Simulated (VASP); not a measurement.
An input for Ansatz (written as the equivalent of a VASP run, and not itself run):

Ansatz 0.2 input:
```yaml
crystal:
  lattice:
    - [3.9200000, 0.0000000, 0.0000000]
    - [0.0000000, 3.9200000, 0.0000000]
    - [0.0000000, 0.0000000, 3.9200000]
  atoms:
    - { symbol: Ti, position: [0.0000000, 0.0000000, 0.0000000] }
    - { symbol: Pt, position: [0.0000000, 0.5000000, 0.5000000] }
    - { symbol: Pt, position: [0.5000000, 0.0000000, 0.5000000] }
    - { symbol: Pt, position: [0.5000000, 0.5000000, 0.0000000] }
kpoints:
  mp_grid: { grid: [7, 7, 7] }
hamiltonian:
  xc: pbe
  pseudopotentials: { kind: paw }
scf:
  occupations: { method: methfessel_paxton, width: 0.1 }
  max_iter: 100
output: { forces: true, stress: true, eigenvalues: true }
```

Task: Write the VASP files for the same calculation (PBE).

Result: This is not unique; one that fits is 
**KPOINTS**
```
Automatic mesh
0
Gamma
7 7 7
0 0 0
```

**INCAR**
```
LMAXMIX = 6   ! l cut-off of mixed one-centre charges
ISIF = 2
ENCUT = 400   ! plane-wave cut-off (eV)
ISMEAR = 1   ! Methfessel-Paxton
ADDGRID = .True.
SYSTEM = Pt3Ti
LASPH = .True.
PREC = Accurate
GGA = PE   ! PBE
LREAL = .False.
ALGO = Normal
NELM = 100   ! most electronic steps
SIGMA = 0.1   ! width (eV)
LWAVE = .False.
LCHARG = .False.
EDIFF = 1E-6   ! SCF stop (eV)
```

File POSCAR:
```
Pt3Ti
7.840
  0.5000000000   0.0000000000   0.0000000000
  0.0000000000   0.5000000000   0.0000000000
  0.0000000000   0.0000000000   0.5000000000
Ti Pt
1 3
Direct
  0.0000000000   0.0000000000   0.0000000000
  0.0000000000   0.5000000000   0.5000000000
  0.5000000000   0.0000000000   0.5000000000
  0.5000000000   0.5000000000   0.0000000000
```

POTCAR, in this order: Ti_sv Pt (PBE.64 set). Program: vasp_std.

The two are equivalent in intent, not identical: each code has its own PAW files, so the cut-off isn't converted (ENCUT is set for VASP's; basis.ecutwfc is left out, and Ansatz then takes the one that its files recommend); Ansatz stops its SCF on the density residual and VASP on the energy change (EDIFF).

The compound is Pt3Ti in the L1_2 structure. The cell was not relaxed at this level. The run is one of a series of settings (ADDGRID = .TRUE. against the base run), some of them coarse on purpose.
